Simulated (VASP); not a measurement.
Data:

```
Ge
1.0
    0.00000     2.87947     2.87947
    2.87947     0.00000     2.87947
    2.87947     2.87947     0.00000
Ge
2
Direct
  0.00000   0.00000   0.00000
  0.25000   0.25000   0.25000
```

Calculation: PBE GGA, VASP's PBE PAW potentials (set 64) (plane waves; VASP 6.6.1). Run with 520 eV cut-off, Gaussian smearing of 0.050 eV, potentials Ge_d.

**Question.** Give the energies of bands 12 to 17 at the high-symmetry points, in eV from the Fermi level.

**Answer.** 
| band | Γ | X | U | L | W |
|---|---|---|---|---|---|
| 12 | -0.44 | -8.69 | -8.12 | -7.36 | -8.61 |
| 13 | 0.00 | -2.89 | -4.06 | -1.33 | -3.66 |
| 14 | 0.00 | -2.89 | -2.48 | -1.33 | -3.66 |
| 15 | 0.00 | 0.82 | 1.19 | 0.03 | 4.11 |
| 16 | 2.53 | 0.82 | 3.98 | 3.72 | 4.11 |
| 17 | 2.53 | 9.08 | 6.90 | 3.72 | 4.69 |

It has no gap at this level: it comes out as a metal or semimetal.

Measured: gap 0.79 eV (computed value off by -0.79 eV), as given by Anna Miglio et al., npj Computational Materials (2020), arXiv:2011.12765 [measured zero-point renormalisation of 52 meV added back].

The compound is Ge in the diamond structure. It was relaxed first, which changed the volume by +5 %.
